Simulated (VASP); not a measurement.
OSZICAR of a VASP run on FeAl (CsCl type):

OSZICAR:
```
       N       E                     dE             d eps       ncg     rms          rms(c)
DAV:   1     0.183252541412E+02    0.18325E+02   -0.52992E+03  1520   0.130E+03
DAV:   2    -0.284741630232E+02   -0.46799E+02   -0.45139E+02  1528   0.185E+02
DAV:   3    -0.297192201046E+02   -0.12451E+01   -0.12309E+01  1757   0.425E+01
DAV:   4    -0.297453820365E+02   -0.26162E-01   -0.26131E-01  1975   0.546E+00
DAV:   5    -0.297459042298E+02   -0.52219E-03   -0.52217E-03  1848   0.667E-01    0.167E+01
DAV:   6    -0.305311096915E+02   -0.78521E+00   -0.87452E+01  1700   0.161E+02    0.189E+01
DAV:   7    -0.264607302478E+02    0.40704E+01   -0.41502E+01  1701   0.906E+01    0.306E+00
DAV:   8    -0.263561803694E+02    0.10455E+00   -0.50604E-01  1621   0.797E+00    0.226E+00
DAV:   9    -0.264529313967E+02   -0.96751E-01   -0.59422E-01  1695   0.104E+01    0.636E-01
DAV:  10    -0.263352998312E+02    0.11763E+00   -0.36416E-01  1634   0.650E+00    0.271E-01
DAV:  11    -0.263334153979E+02    0.18844E-02   -0.19655E-02  1530   0.192E+00    0.218E-01
DAV:  12    -0.263339261771E+02   -0.51078E-03   -0.11338E-02  1580   0.139E+00    0.835E-02
DAV:  13    -0.263336739826E+02    0.25219E-03   -0.55601E-03  1518   0.119E+00    0.842E-02
DAV:  14    -0.263333049148E+02    0.36907E-03   -0.19696E-03  1520   0.728E-01    0.349E-02
DAV:  15    -0.263333688876E+02   -0.63973E-04   -0.16209E-04  1599   0.179E-01    0.264E-02
DAV:  16    -0.263333556707E+02    0.13217E-04   -0.11407E-04  1582   0.201E-01    0.176E-02
DAV:  17    -0.263333318732E+02    0.23798E-04   -0.49690E-05  1584   0.125E-01    0.355E-03
DAV:  18    -0.263333332620E+02   -0.13888E-05   -0.24140E-06  1535   0.247E-02    0.168E-03
DAV:  19    -0.263333328875E+02    0.37443E-06   -0.11389E-06   882   0.190E-02
   1 F= -.26333333E+02 E0= -.26332960E+02  d E =-.263333E+02
       N       E                     dE             d eps       ncg     rms          rms(c)
DAV:   1    -0.263337988249E+02   -0.46556E-03   -0.84702E-03  1578   0.186E+00    0.195E-01
DAV:   2    -0.263340620273E+02   -0.26320E-03   -0.13566E-02  1753   0.198E+00    0.204E-01
DAV:   3    -0.263333361139E+02    0.72591E-03   -0.41376E-03  1719   0.110E+00    0.163E-02
DAV:   4    -0.263333343895E+02    0.17244E-05   -0.55366E-05  1730   0.110E-01    0.194E-02
DAV:   5    -0.263333336353E+02    0.75425E-06   -0.11362E-04  1691   0.160E-01    0.119E-02
DAV:   6    -0.263333275203E+02    0.61149E-05   -0.59799E-06  1543   0.369E-02    0.659E-03
DAV:   7    -0.263333256931E+02    0.18272E-05   -0.50126E-06  1287   0.354E-02    0.700E-04
DAV:   8    -0.263333256152E+02    0.77874E-07   -0.68195E-07   809   0.143E-02
   2 F= -.26333326E+02 E0= -.26332960E+02  d E =0.727230E-05
       N       E                     dE             d eps       ncg     rms          rms(c)
DAV:   1    -0.263335034557E+02   -0.17776E-03   -0.28660E-03  1577   0.108E+00    0.114E-01
DAV:   2    -0.263335729122E+02   -0.69457E-04   -0.46317E-03  1753   0.115E+00    0.119E-01
DAV:   3    -0.263333422870E+02    0.23063E-03   -0.14158E-03  1720   0.643E-01    0.978E-03
DAV:   4    -0.263333446367E+02   -0.23496E-05   -0.18201E-05  1741   0.629E-02    0.112E-02
DAV:   5    -0.263333448046E+02   -0.16795E-06   -0.38339E-05  1687   0.934E-02    0.697E-03
DAV:   6    -0.263333426368E+02    0.21678E-05   -0.20253E-06  1253   0.217E-02    0.380E-03
DAV:   7    -0.263333419132E+02    0.72362E-06   -0.12812E-06   805   0.177E-02
   3 F= -.26333342E+02 E0= -.26332972E+02  d E =-.902566E-05
```

### Question
Which electronic solver shows in the log?

### Answer
It is blocked Davidson (ALGO = Normal, or the opening steps of other solvers). The INCAR had ALGO = Normal.

### Question
How was spin treated?

### Answer
Without spin polarisation: there is no mag entry.

### Question
Can the final energy be trusted as converged?

### Answer
The calculation finished and met its thresholds. It stopped with EDIFF = 1E-6, NELM = 100, NSW = 60 and EDIFFG = -0.01 after 3 ionic steps (SCAN meta-GGA, plane waves, VASP's PBE PAW potentials (set 64)).

The compound is FeAl in the CsCl type structure. This run relaxes it. Symmetry was kept, so distortions that lower it aren't found. The start is the result of an earlier pass. The run is not spin-polarised, so no magnetic state was tried. The electron count is odd and the run is not spin-polarised, which forces a metal.
